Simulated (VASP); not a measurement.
# CuSbTeSe: structure and properties in VASP, part 3 of 6

Wanted: the relaxed cell of CuSbTeSe and its properties. The cell is invented: it takes the structure of a Materials Project entry for AgSbTeSe (space group 123 there), with some of its atoms replaced by other elements, volume scaled by an estimate. It may not be a known or stable phase.

VASP 6.6.1, plane waves and PAW; the level of theory is named at each step.

Still holding for the runs below: This run has no spin polarisation, although Cu can carry a moment. The k-mesh is coarse for a metal.

So far. Step 3 (Relaxing cell and atoms (PW91)): It ends with forces that vanish by symmetry and a pressure of 0.01 GPa. Step 4 (Second relaxation): It ends with forces that vanish by symmetry and a pressure of 0.00 GPa. The volume moved by under 0.01 %: the run met its threshold at the first step.

## Step 5: Single point with fields (PW91)

Level of this step: PW91, no spin polarisation; plane waves and PAW (Te, Sb, Se, Cu); invented cell (VASP).

The relaxed cell gets a fresh self-consistent run, on a basis set for its own volume, to fix the density and to check the remaining stress.

The input, INCAR:

```
SYSTEM = CuSbTeSe
PREC = Accurate
ENCUT = 400
EDIFF = 1E-06
NELM = 100
ISMEAR = 0
SIGMA = 0.05
LREAL = .FALSE.
ALGO = Normal
GGA = 91
NBANDS = 20
LASPH = .TRUE.
LORBIT = 11
LWAVE = .FALSE.
LCHARG = .TRUE.
ISIF = 2
LELF = .TRUE.
LVHAR = .TRUE.
```

The input, POSCAR:

```
CuSbTeSe
1.0
    3.9949679117      0.0000000000      0.0000000000
    0.0000000000      3.9949679117      0.0000000000
    0.0000000000      0.0000000000      6.1828544425
Te Sb Se Cu
1 1 1 1
Direct
    0.5000000000      0.5000000000      0.0000000000
    0.5000000000      0.5000000000      0.5000000000
    0.0000000000      0.0000000000      0.5000000000
    0.0000000000      0.0000000000      0.0000000000
```

The input, KPOINTS:

```
Automatic mesh
0
Gamma
6 6 4
0 0 0
```

The projector-augmented-wave data sets are Te, Sb, Se and Cu (PBE family, release 64).

On the command line:

```
$ mpirun -np 2 vasp_std
```

The log of the run:

```text
[banner, memory and clock lines left out]
running    2 mpi-ranks, on    1 nodes
 distrk:  each k-point on    2 cores,    1 groups
 distr:  one band on    1 cores,    2 groups

 POSCAR found type information on POSCAR TeSbSeCu
 POSCAR found :  4 types and       4 ions
 [... a notice as in an earlier step ...]

 LDA part: xc-table for (Slater(with rela. corr.)+CA(PZ))
 , standard interpolation
 POSCAR, INCAR and KPOINTS ok, starting setup
 FFT: planning ... GRIDC
 FFT: planning ... GRID_SOFT
 FFT: planning ... GRID
 WAVECAR not read
 entering main loop
       N       E                     dE             d eps       ncg     rms          rms(c)
[... 1 cycle as in an earlier step ...]
DAV:   2    -0.105007036041E+00   -0.16335E+03   -0.15641E+03  1252   0.252E+02
DAV:   3    -0.145907742739E+02   -0.14486E+02   -0.13862E+02  1620   0.808E+01
DAV:   4    -0.151964917762E+02   -0.60572E+00   -0.59990E+00  1432   0.148E+01
DAV:   5    -0.152201758238E+02   -0.23684E-01   -0.23671E-01  1700   0.363E+00    0.962E+00
DAV:   6    -0.156707610233E+02   -0.45059E+00   -0.21432E+01  1580   0.822E+01    0.729E+00
DAV:   7    -0.145630413903E+02    0.11077E+01   -0.39668E+00  1444   0.580E+01    0.354E+00
DAV:   8    -0.146403820647E+02   -0.77341E-01   -0.13160E+00  1832   0.218E+01    0.235E+00
DAV:   9    -0.145834476038E+02    0.56934E-01   -0.63237E-01  1600   0.165E+01    0.648E-01
DAV:  10    -0.145808600387E+02    0.25876E-02   -0.29212E-02  1764   0.355E+00    0.247E-01
DAV:  11    -0.145809112397E+02   -0.51201E-04   -0.25722E-03  1836   0.559E-01    0.134E-01
DAV:  12    -0.145809997122E+02   -0.88473E-04   -0.10180E-03  1756   0.681E-01    0.113E-01
[... 1 cycle as in an earlier step ...]
DAV:  14    -0.145808989458E+02    0.13656E-04   -0.77264E-05  1828   0.151E-01    0.196E-02
DAV:  15    -0.145808988784E+02    0.67437E-07   -0.11134E-05  1348   0.172E-02    0.440E-03
DAV:  16    -0.145808988216E+02    0.56829E-07   -0.71682E-07   732   0.220E-02
   1 F= -.14580899E+02 E0= -.14580159E+02  d E =-.147924E-02
```

Elapsed: 25 s, on 2 MPI ranks of Intel Xeon Platinum 8259CL at 2.50GHz (Skylake/Cascade Lake), shared host; peak memory 0.34 GiB; 49 s of CPU time.

From OUTCAR (step 5):

```text
   NELECT =      28.0000    total number of electrons

 E-fermi :   6.1006

  Total       -0.0020457     -0.0020457      0.0115013      0.0000000      0.0000000     -0.0000000
  in kB       -0.0332148     -0.0332148      0.1867415      0.0000000      0.0000000     -0.0000000
  external PRESSURE =       0.0401039 kB  Pullay stress =       0.0000000 kB

  FREE ENERGIE OF THE ION-ELECTRON SYSTEM (eV)
  ---------------------------------------------------
  free  energy   TOTEN  =       -14.5808988216 eV

  energy  without entropy=      -14.5794195858  energy(sigma->0) =      -14.58015920

[... 17 parts as in an earlier step ...]

[... 2 further parts left out ...]
```

This step gave:

- SCF cycles: 16

Valence electrons inside each PAW sphere by angular momentum. Sphere charges, by row:

| atom | s (e) | p (e) | d (e) | tot (e) |
| --- | --- | --- | --- | --- |
| Te1 | 1.391 | 1.916 | 0.042 | 3.349 |
| Sb2 | 1.276 | 1.001 | 0.053 | 2.33 |
| Se3 | 1.496 | 2.252 | 0.042 | 3.789 |
| Cu4 | 0.325 | 0.191 | 9.271 | 9.788 |

Electrostatic potential energy in the ac plane at fractional y = 0.000, with atoms of Se and Cu within 0.2 Å of it. With pseudopotentials it is smooth inside the atoms' cores, unlike the true potential.

Values in eV, 21 rows by 14 columns, each cell a mean:
```
-46 -41 -27  -9   1   3   3   4   3   2  -1 -14 -33 -43
-35 -31 -17  -3   1   3   3   4   3   3   1  -6 -23 -32
-14 -10  -3   1   3   3   4   4   4   3   2   0  -5 -12
 -1   0   1   3   3   4   4   4   4   4   3   2   1   0
  2   2   3   3   4   4   4   4   4   4   4   3   3   2
  1   2   3   3   4   4   4   4   4   4   3   3   2   2
 -5  -3   0   2   3   3   3   3   3   3   3   1  -1  -4
-29 -22  -8  -1   1   3   3   3   3   2   1  -3 -13 -25
-45 -45 -30  -8  -1   2   2   2   2   1  -2 -13 -38 -45
-26 -41 -43 -16  -2   1   2   2   2   0  -4 -24 -47 -37
-20 -39 -44 -17  -3   1   2   2   2   0  -4 -26 -47 -34
-42 -46 -36 -10  -1   2   2   2   2   1  -2 -17 -43 -45
-39 -33 -15  -3   1   2   3   3   3   2   0  -5 -21 -35
 -9  -6  -2   1   2   3   3   3   3   3   2   0  -3  -7
  0   1   2   3   3   4   4   4   4   4   3   3   2   1
  2   2   3   3   4   4   4   4   4   4   4   3   3   2
  1   1   2   3   4   4   4   4   4   4   3   3   2   1
 -9  -6  -1   1   3   4   4   4   4   3   2   1  -2  -7
-28 -24 -11  -1   2   3   4   4   4   3   1  -3 -16 -25
-44 -39 -25  -7   1   3   3   4   3   2   0 -12 -31 -41
-48 -45 -30 -11   0   2   3   4   3   2  -1 -17 -36 -46
```
Columns run along a (4.0 Å; values clipped at the 3rd and 97th percentile), rows up along c (6.2 Å). Atoms in or near the plane, at fractional coordinates: Se at (0.00, 0.50), Cu at (0.00, 0.00).

Valence density in the ac plane at fractional y = 0.000, with atoms of Se and Cu within 0.2 Å of it. It is the smooth field of the valence electrons, not physical close to the nuclei.

Values in e/Å³, 21 rows by 14 columns, each cell a mean:
```
12  8  2  0  0  0  0  0  0  0  0  1  4  9
 5  3  1  0  0  0  0  0  0  0  0  0  1  3
 1  0  0  0  0  0  0  0  0  0  0  0  0  1
 0  0  0  0  0  0  0  0  0  0  0  0  0  0
 0  0  0  0  0  0  0  0  0  0  0  0  0  0
 0  0  0  0  0  0  0  0  0  0  0  0  0  0
 0  0  0  0  0  0  0  0  0  0  0  0  0  0
 1  1  1  0  0  0  0  0  0  0  0  0  1  1
 1  1  1  0  0  0  0  0  0  0  0  1  1  1
 0  0  1  1  0  0  0  0  0  0  0  1  1  0
 0  0  1  1  0  0  0  0  0  0  0  1  1  0
 1  1  1  1  0  0  0  0  0  0  0  1  1  1
 1  1  1  0  0  0  0  0  0  0  0  0  1  1
 1  0  0  0  0  0  0  0  0  0  0  0  0  1
 0  0  0  0  0  0  0  0  0  0  0  0  0  0
 0  0  0  0  0  0  0  0  0  0  0  0  0  0
 0  0  0  0  0  0  0  0  0  0  0  0  0  0
 0  0  0  0  0  0  0  0  0  0  0  0  0  0
 2  1  1  0  0  0  0  0  0  0  0  0  1  2
10  6  2  0  0  0  0  0  0  0  0  1  3  8
16 10  3  0  0  0  0  0  0  0  0  1  5 12
```
Columns run along a (4.0 Å), rows up along c (6.2 Å). Atoms in or near the plane, at fractional coordinates: Se at (0.00, 0.50), Cu at (0.00, 0.00).

ELF in the ac plane at fractional y = 0.000, with atoms of Se and Cu within 0.2 Å of it. It is the smooth field of the valence electrons, not physical close to the nuclei.

Ten even steps from '0' (0.00) to '9' (0.90), each cell a mean:
```
00111111111100
00111111111110
11111100011111
11110000001111
22110000000112
65421000001345
99853100013689
99974100025899
99986210137899
67886310147887
57886310147886
88986210147898
99985200136899
99863100014799
77531000002467
22210000000122
11110000000111
11111000011111
11111110111111
00111111111100
00011111111100
```
Columns run along a (4.0 Å), rows up along c (6.2 Å). Atoms in or near the plane, at fractional coordinates: Se at (0.00, 0.50), Cu at (0.00, 0.00).

In this run the pressure is 0.00 GPa, small enough to go on.

## Step 6: Bands along the symmetry lines (PW91)

The mesh alone shows little of the dispersion and can miss band extrema, so KPOINTS_OPT adds a path through the symmetry points after the self-consistent cycle.

The input, INCAR:

```
SYSTEM = CuSbTeSe
PREC = Accurate
ENCUT = 400
EDIFF = 1E-06
NELM = 100
ISMEAR = 0
SIGMA = 0.05
LREAL = .FALSE.
ALGO = Normal
GGA = 91
NBANDS = 28
LASPH = .TRUE.
LORBIT = 11
LWAVE = .FALSE.
LCHARG = .FALSE.
KPAR = 2
```

POSCAR is that of step 5.

KPOINTS is that of step 5.

The input, KPOINTS_OPT:

```
Line mode
16
Line-mode
Reciprocal
  0.00000000   0.00000000   0.00000000 GAMMA
  0.00000000   0.50000000   0.00000000 X

  0.00000000   0.50000000   0.00000000 X
  0.50000000   0.50000000   0.00000000 M

  0.50000000   0.50000000   0.00000000 M
  0.00000000   0.00000000   0.00000000 GAMMA

  0.00000000   0.00000000   0.00000000 GAMMA
  0.00000000   0.00000000   0.50000000 Z

  0.00000000   0.00000000   0.50000000 Z
  0.00000000   0.50000000   0.50000000 R

  0.00000000   0.50000000   0.50000000 R
  0.50000000   0.50000000   0.50000000 A

  0.50000000   0.50000000   0.50000000 A
  0.00000000   0.00000000   0.50000000 Z

  0.00000000   0.50000000   0.00000000 X
  0.00000000   0.50000000   0.50000000 R

  0.50000000   0.50000000   0.00000000 M
  0.50000000   0.50000000   0.50000000 A
```

On the command line:

```
$ mpirun -np 2 vasp_std
```

The log of the run:

```text
[... set-up lines as in an earlier step ...]
 entering main loop
       N       E                     dE             d eps       ncg     rms          rms(c)
DAV:   1     0.157186000201E+03    0.15719E+03   -0.92025E+03  1680   0.776E+02
DAV:   2    -0.140545023045E+01   -0.15859E+03   -0.14593E+03  1764   0.193E+02
DAV:   3    -0.147589018527E+02   -0.13353E+02   -0.12863E+02  2208   0.625E+01
DAV:   4    -0.152041109337E+02   -0.44521E+00   -0.44311E+00  2012   0.106E+01
DAV:   5    -0.152204009221E+02   -0.16290E-01   -0.16287E-01  2404   0.239E+00    0.955E+00
DAV:   6    -0.156886313633E+02   -0.46823E+00   -0.16748E+01  2160   0.587E+01    0.728E+00
DAV:   7    -0.145781810876E+02    0.11105E+01   -0.31092E+00  2140   0.420E+01    0.335E+00
DAV:   8    -0.146328478252E+02   -0.54667E-01   -0.78572E-01  2508   0.148E+01    0.225E+00
DAV:   9    -0.145862408960E+02    0.46607E-01   -0.47379E-01  2268   0.117E+01    0.680E-01
DAV:  10    -0.145811977942E+02    0.50431E-02   -0.22430E-02  2504   0.265E+00    0.253E-01
DAV:  11    -0.145808851986E+02    0.31260E-03   -0.36083E-03  2560   0.955E-01    0.115E-01
DAV:  12    -0.145810162111E+02   -0.13101E-03   -0.76552E-04  2624   0.315E-01    0.140E-01
DAV:  13    -0.145809391820E+02    0.77029E-04   -0.15886E-04  2292   0.223E-01    0.832E-02
DAV:  14    -0.145808969989E+02    0.42183E-04   -0.11677E-04  2452   0.217E-01    0.100E-02
DAV:  15    -0.145808988101E+02   -0.18112E-05   -0.24356E-05  2072   0.247E-02    0.121E-02
DAV:  16    -0.145808987690E+02    0.41165E-07   -0.51899E-07  1084   0.127E-02
   1 F= -.14580899E+02 E0= -.14580159E+02  d E =-.147982E-02
 Start KPOINTS_OPT (optional k-point list driver)
k-point batch [1-30\144]
       N       E                     dE             ncg
DAV:   1     0.667113580599E+04   -0.91073E+04     1680
DAV:   2     0.179232053584E+04   -0.48788E+04     1832
DAV:   3     0.137174457495E+04   -0.42058E+03     2156
DAV:   4     0.135788405776E+04   -0.13861E+02     1996
DAV:   5     0.135737544860E+04   -0.50861E+00     2420
DAV:   6     0.135736515214E+04   -0.10296E-01     2096
DAV:   7     0.135736483091E+04   -0.32123E-03     2520
DAV:   8     0.135736482994E+04   -0.96853E-06     1556
[...]
k-point batch [121-144\144]
       N       E                     dE             ncg
DAV:   1     0.893848546691E+04   -0.13892E+05     1344
DAV:   2     0.518999411022E+04   -0.37485E+04     1496
DAV:   3     0.488729648858E+04   -0.30270E+03     1708
DAV:   4     0.487730189914E+04   -0.99946E+01     1692
DAV:   5     0.487693382635E+04   -0.36807E+00     1936
DAV:   6     0.487692465710E+04   -0.91693E-02     1804
DAV:   7     0.487692426960E+04   -0.38750E-03     2032
DAV:   8     0.487692425931E+04   -0.10294E-04     1348
DAV:   9     0.487692425920E+04   -0.10123E-06     1200
```

It took 84 s on 2 MPI ranks; peak memory 0.48 GiB.

OUTCAR, selected parts (step 6):

```text
   k-points           NKPTS =     30   k-points in BZ     NKDIM =     30   number of bands    NBANDS=     28

   NELECT =      28.0000    total number of electrons

 E-fermi :   6.1006

 k-point     1 :       0.0000    0.0000    0.0000
  band No.  band energies     occupation
    ...
     10       4.1603      2.00000
     11       4.2278      2.00000
     12       4.8929      2.00000
     13       5.1502      2.00000
     14       5.1502      2.00000
     15       7.1394      0.00000
     16       9.2129      0.00000
     17       9.8644      0.00000
     18      10.3468      0.00000
     19      10.3468      0.00000
    ...

  Total       -0.0025664     -0.0025664      0.0119464      0.0000000      0.0000000      0.0000000
  in kB       -0.0416701     -0.0416701      0.1939685      0.0000000      0.0000000      0.0000000
  external PRESSURE =       0.0368761 kB  Pullay stress =       0.0000000 kB

  FREE ENERGIE OF THE ION-ELECTRON SYSTEM (eV)
  ---------------------------------------------------
  free  energy   TOTEN  =       -14.5808987690 eV

  energy  without entropy=      -14.5794189527  energy(sigma->0) =      -14.58015886

[... 9 parts as in an earlier step ...]

[... 8 further parts left out ...]
```

Spin-orbit coupling is off here; with elements this heavy it splits and shifts levels by tenths of an eV or more.

This step gave:

```yaml
bands: 28
pressure: 0.003688 GPa
```

The electronic bands at the labelled points (eV, zero at the Fermi level; # counts the bands kept, so #1 is VASP's band 3):

| point | #9 | #10 | #11 | #12 | #13 | #14 | #15 | #16 |
| --- | --- | --- | --- | --- | --- | --- | --- | --- |
| Γ | -1.87 | -1.21 | -0.95 | -0.95 | 1.04 | 3.11 | 3.76 | 4.25 |
| 0.47 of the way | -1.93 | -1.77 | -1.50 | -0.10 | 2.18 | 2.29 | 2.96 | 3.61 |
| X | -1.77 | -1.74 | -0.70 | -0.42 | -0.40 | 1.43 | 4.01 | 4.68 |
| 0.47 of the way | -1.94 | -1.85 | -1.78 | -0.61 | 1.79 | 2.72 | 3.47 | 4.03 |
| M | -2.08 | -1.93 | -1.90 | -1.77 | -0.43 | 3.32 | 3.32 | 4.59 |
| 0.47 of the way | -1.88 | -1.76 | -1.60 | -1.49 | 1.02 | 3.09 | 4.06 | 4.16 |
| Γ | -1.87 | -1.21 | -0.95 | -0.95 | 1.04 | 3.11 | 3.76 | 4.25 |
| 0.47 of the way | -1.92 | -1.16 | -1.06 | -1.06 | 1.46 | 2.37 | 3.17 | 4.16 |
| Z | -1.75 | -1.38 | -1.19 | -1.19 | -0.08 | 3.26 | 3.29 | 4.08 |
| 0.53 of the way | -1.86 | -1.05 | -0.83 | -0.02 | 0.50 | 1.60 | 1.73 | 3.47 |
| R | -1.51 | -0.65 | -0.64 | -0.41 | -0.25 | 0.41 | 0.95 | 3.29 |
| 0.53 of the way | -1.93 | -1.15 | -0.88 | -0.53 | -0.22 | 2.07 | 2.85 | 4.02 |
| A | -1.93 | -1.87 | -1.75 | -0.57 | 0.19 | 1.52 | 4.93 | 5.18 |
| 0.47 of the way | -1.85 | -1.69 | -0.85 | -0.78 | 0.44 | 1.14 | 3.38 | 4.26 |
| Z | -1.75 | -1.38 | -1.19 | -1.19 | -0.08 | 3.26 | 3.29 | 4.08 |
| jump to X | -1.77 | -1.74 | -0.70 | -0.42 | -0.40 | 1.43 | 4.01 | 4.68 |
| 0.47 of the way | -1.75 | -1.28 | -0.64 | -0.43 | -0.35 | 1.22 | 2.41 | 4.07 |
| R | -1.51 | -0.65 | -0.64 | -0.41 | -0.25 | 0.41 | 0.95 | 3.29 |
| jump to M | -2.08 | -1.93 | -1.90 | -1.77 | -0.43 | 3.32 | 3.32 | 4.59 |
| 0.47 of the way | -2.03 | -1.93 | -1.78 | -1.74 | 0.36 | 2.90 | 3.87 | 3.87 |
| A | -1.93 | -1.87 | -1.75 | -0.57 | 0.19 | 1.52 | 4.93 | 5.18 |

Of the projections kept (Te, Sb, Se, Cu), the largest for each band there; the rest of the weight can lie on other orbitals:

| point | #9 | #10 | #11 | #12 | #13 | #14 | #15 | #16 |
| --- | --- | --- | --- | --- | --- | --- | --- | --- |
| Γ | Cu 0.99 | Se 0.65 | Te 0.82 | Te 0.82 | Cu 0.64 | Sb 0.44 | Sb 0.61 | Sb 0.61 |
| X | Cu 0.98 | Cu 0.96 | Se 0.65 | Sb 0.62 | Sb 0.69 | Te 0.54 | Te 0.56 | Te 0.48 |
| M | Cu 1.00 | Cu 1.00 | Cu 0.99 | Cu 0.97 | Cu 0.88 | Cu 0.36 | Cu 0.36 | Sb 0.51 |
| Γ | Cu 0.99 | Se 0.65 | Te 0.82 | Te 0.82 | Cu 0.64 | Sb 0.44 | Sb 0.61 | Sb 0.61 |
| Z | Te 0.71 | Cu 0.89 | Te 0.87 | Te 0.87 | Sb 0.47 | Sb 0.55 | Se 0.36 | Sb 0.57 |
| R | Cu 0.42 | Sb 0.80 | Sb 0.67 | Cu 0.61 | Sb 0.90 | Sb 0.31 | Te 0.56 | Cu 0.56 |

There is no gap at this level.

[end of part 3 of 6]

[Lines on the potential files, build, host, timing and source positions are cut from VASP's logs without a mark.]

[Logs are printed without paths, hosts, clocks, repeated set-up lines and the standing remarks that a program may print on its own settings, such as how far it seeks lower states.]

[Hosts, paths, dates, database ids (printed as entryN), source tags and the programs' standing remarks are cut or masked in the printed files.]

[A measured line is paired with the nearest computed mode of its activity, which favours agreement.]
